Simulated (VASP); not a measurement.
A run of VASP 6.6.1 is set up as follows.

INCAR

```
PREC = Accurate ; ENCUT = 600
EDIFF = 1E-7 ; ISMEAR = 0
SIGMA = 0.1 ; LREAL = False
LASPH = True ; NELM = 100
ALGO = Fast ; ISIF = 3
LWAVE = False ; LCHARG = False
GGA = PE ; IBRION = 2
NSW = 90 ; EDIFFG = -0.005
```

KPOINTS

```
Automatic mesh
0
Gamma
  18 18 18
```

The input POSCAR:

```
Al
1.0
    0.0000000000      2.0248050000      2.0248050000
    2.0248050000      0.0000000000      2.0248050000
    2.0248050000      2.0248050000      0.0000000000
Al
1
Direct
    0.0000000000      0.0000000000      0.0000000000
```

Potentials or basis: VASP PAW PBE potentials, release 64 (Al).

Launch:

```console
$ cat potpaw_PBE.64/Al/POTCAR > POTCAR
$ mpirun -np 1 vasp_std > vasp.out
```

Task: What does it give for the band gap on the k mesh?

Result: None (metal or under the smearing width).

Task: Estimate the relaxed cell.

Result: a = 2.857 Å, b = 2.857 Å, c = 2.857 Å, α = 60.00°, β = 60.00°, γ = 60.00°.

Task: What does it give for the relaxed volume?

Result: 16.49 Å³/atom.

Task: What does it give for the space group after relaxing (to 0.05 Å)?

Result: Fm-3m (No. 225).

Final structure:
```
Al
1.0
     0.00000    2.02034    2.02034
     2.02034    0.00000    2.02034
     2.02034    2.02034    0.00000
Al
1
Cartesian
  0.0000 0.0000 0.0000
```
